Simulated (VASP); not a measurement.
Here is a VASP 6.6.1 calculation.

The input INCAR:

```
AGGAC = 1.0
AGGAX = 1.0
ALDAC = 0.0
ALDAX = 1.0
ALGO = Normal
EDIFF = 1E-7
ENCUT = 520
GGA = B5
ISIF = 2
ISMEAR = 1
LASPH = True
LCHARG = False
LREAL = False
LWAVE = False
NBANDS = 16
NELM = 100
PREC = Accurate
SIGMA = 0.01
```

The input KPOINTS:

```
k-points
0
Gamma
  9 9 9
```

POSCAR

```
AlC3
1.0
    3.2079290000      0.0000000000      0.0000000000
    0.0000000000      3.2079290000      0.0000000000
    0.0000000000      0.0000000000      3.2079290000
Al C
1 3
Direct
    0.0000000000      0.0000000000      0.0000000000
    0.0000000000      0.5000000000      0.5000000000
    0.5000000000      0.0000000000      0.5000000000
    0.5000000000      0.5000000000      0.0000000000
```

Potentials or basis: VASP PAW PBE potentials, release 64 (Al, C).

Launch:

```bash
$ cat potpaw_PBE.64/Al/POTCAR potpaw_PBE.64/C/POTCAR > POTCAR
$ mpirun -np 1 vasp_std > vasp.out
```

What does it give for the pressure?

9.4 GPa.

Estimate the band gap on the k mesh.

none (metal or under the smearing width).

Caveat: the PAW data sets were made with another functional, which shifts forces and pressure a little.
